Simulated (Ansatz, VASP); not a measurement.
**Two plane-wave programs on AlCl**

```
Al Cl
1.0
     4.38269    0.00000    0.00000
     0.00000    4.50025    0.00000
     0.00000    0.00000    5.01070
Al Cl
2 2
Direct
  0.00000 0.00000 0.31975
  0.50000 0.50000 0.68025
  0.00000 0.00000 0.99813
  0.50000 0.50000 0.00187
```

Alike in both runs: task relaxation of cell and atoms; functional PBE; k mesh 4 × 4 × 4; occupations gaussian, width 0.1 eV; no spin polarisation.

|  | VASP | Ansatz |
| --- | --- | --- |
| version | VASP 6.6.1 | Ansatz 0.2.0 |
| potentials or method | VASP PAW PBE potentials, release 64 (Al, Cl) | scalar-relativistic, plane waves, PAW |
| plane-wave cutoff (eV) | 600 | 420 |
| valence electrons in the cell | 20 | 20 |

|  | VASP | Ansatz | Ansatz less VASP |
| --- | --- | --- | --- |
| gap on the k mesh at the Fermi level, each at its own relaxed structure (eV) | none | none | - |
| relaxed volume (Å³/atom) | 26.73 | 27.71 | +0.977 |
| relaxed cell length with the largest relative difference (Å) | 8.253 | 8.592 | +0.3397 |
| energy change over the relaxation (meV/atom) | -2692 | -2730 | -38.3 |

A gap of «none» marks a metal or a gap that the smearing closes.

Caveats: this functional lacks dispersion, which binds the layers, so the pressure and a relaxed spacing across them are unreliable.
